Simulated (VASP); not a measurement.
These are optB88-vdW, VASP's PBE PAW potentials (set 64) (plane waves; VASP) values and carry that method's errors.

VASP input:

POSCAR:
```
KMgF3
1.0
  3.9960252713   0.0000000000   0.0000000000
  0.0000000000   3.9960252713   0.0000000000
  0.0000000000   0.0000000000   3.9960252713
K Mg F
1 1 3
Cart
  0.0000000000   0.0000000000   0.0000000000
  1.9980126357   1.9980126357   1.9980126357
  1.9980126357   0.0000000000   1.9980126357
  0.0000000000   1.9980126357   1.9980126357
  1.9980126357   1.9980126357   0.0000000000
```

### KPOINTS
```
k-points along high-symmetry lines
15
Line-mode
Reciprocal
  0.000000   0.000000   0.000000 ! GAMMA
  0.000000   0.500000   0.000000 ! X

  0.000000   0.500000   0.000000 ! X
  0.500000   0.500000   0.000000 ! M

  0.500000   0.500000   0.000000 ! M
  0.000000   0.000000   0.000000 ! GAMMA

  0.000000   0.000000   0.000000 ! GAMMA
  0.500000   0.500000   0.500000 ! R

  0.500000   0.500000   0.500000 ! R
  0.000000   0.500000   0.000000 ! X

  0.500000   0.500000   0.500000 ! R
  0.500000   0.500000   0.000000 ! M
```

### INCAR
```
! general
SYSTEM   = KMgF3
PREC     = Accurate
ENCUT    = 520   ! plane-wave cut-off (eV)
LREAL    = .FALSE.   ! projection in real space or not
LASPH    = .TRUE.   ! aspherical one-centre terms
ICHARG   = 11

! electronic loop
EDIFF    = 1E-7   ! SCF stop (eV)
NELM     = 100   ! most electronic steps
ALGO     = Normal   ! blocked Davidson

! smearing
ISMEAR   = 0   ! Gaussian
SIGMA    = 0.05   ! width (eV)

! functional
GGA      = BO
LUSE_VDW = .TRUE.
AGGAC    = 0.0
PARAM1   = 0.1833333333
PARAM2   = 0.22

! output
LWAVE    = .FALSE.
LCHARG   = .FALSE.
LORBIT   = 11   ! lm-projected
```

POTCAR, in this order: K_sv Mg F (PBE.64 set). Program: vasp_std. Read from the step before: CHGCAR.

The resulting files:

File OSZICAR:
```
       N       E                     dE             d eps       ncg     rms          rms(c)
DAV:   1     0.246731858733E+03    0.24673E+03   -0.17561E+04  3600   0.156E+03
DAV:   2    -0.424267402872E+01   -0.25097E+03   -0.24078E+03  5016   0.379E+02
DAV:   3    -0.151470173683E+02   -0.10904E+02   -0.10868E+02  4308   0.773E+01
DAV:   4    -0.155289935204E+02   -0.38198E+00   -0.38135E+00  6320   0.118E+01
DAV:   5    -0.155304351582E+02   -0.14416E-02   -0.14416E-02  4136   0.754E-01
DAV:   6    -0.155304706673E+02   -0.35509E-04   -0.35508E-04  5136   0.727E-02
DAV:   7    -0.155304709278E+02   -0.26047E-06   -0.26048E-06  4412   0.910E-03
DAV:   8    -0.155304709337E+02   -0.59326E-08   -0.59157E-08  3160   0.119E-03
   1 F= -.15530471E+02 E0= -.15530471E+02  d E =-.128499E-12
```

File OUTCAR:
```
 val. band max:       -1.9397469350   @ k =   0.5000   0.5000   0.5000

 cond. band min:       5.3957453800   @ k =   0.0000   0.0000   0.0000



 k-point     1 :       0.0000    0.0000    0.0000
  band No.  band energies     occupation
      1     -27.4804      2.00000
      2     -21.8981      2.00000
      3     -21.2495      2.00000
      4     -21.2495      2.00000
      5     -11.0251      2.00000
      6     -11.0251      2.00000
      7     -11.0251      2.00000
      8      -4.3258      2.00000
      9      -4.3258      2.00000
     10      -4.3258      2.00000
     11      -2.5571      2.00000
     12      -2.5571      2.00000
     13      -2.5571      2.00000
     14      -2.2591      2.00000
     15      -2.2591      2.00000
     16      -2.2591      2.00000
     17       5.3957      0.00000
     18       8.1561      0.00000
     19       8.1561      0.00000
     20      10.3437      0.00000

 k-point     2 :       0.0000    0.0357    0.0000
  band No.  band energies     occupation
      1     -27.4801      2.00000
      2     -21.8966      2.00000
      3     -21.2513      2.00000
      4     -21.2494      2.00000
      5     -11.0249      2.00000
      6     -11.0244      2.00000
      7     -11.0244      2.00000
      8      -4.3249      2.00000
      9      -4.3242      2.00000
     10      -4.3242      2.00000
     11      -2.5602      2.00000
     12      -2.5598      2.00000
     13      -2.5598      2.00000
     14      -2.2718      2.00000
     15      -2.2618      2.00000
     16      -2.2618      2.00000
     17       5.4188      0.00000
     18       8.1681      0.00000
     19       8.1704      0.00000
     20      10.3505      0.00000

 k-point     3 :       0.0000    0.0714    0.0000
  band No.  band energies     occupation
      1     -27.4791      2.00000
      2     -21.8926      2.00000
      3     -21.2566      2.00000
      4     -21.2491      2.00000
      5     -11.0244      2.00000
      6     -11.0225      2.00000
...
```

The density is held fixed in this step, so its total energy and stress have no physical meaning.

The compound is KMgF3 in the cubic perovskite structure. It was relaxed first.
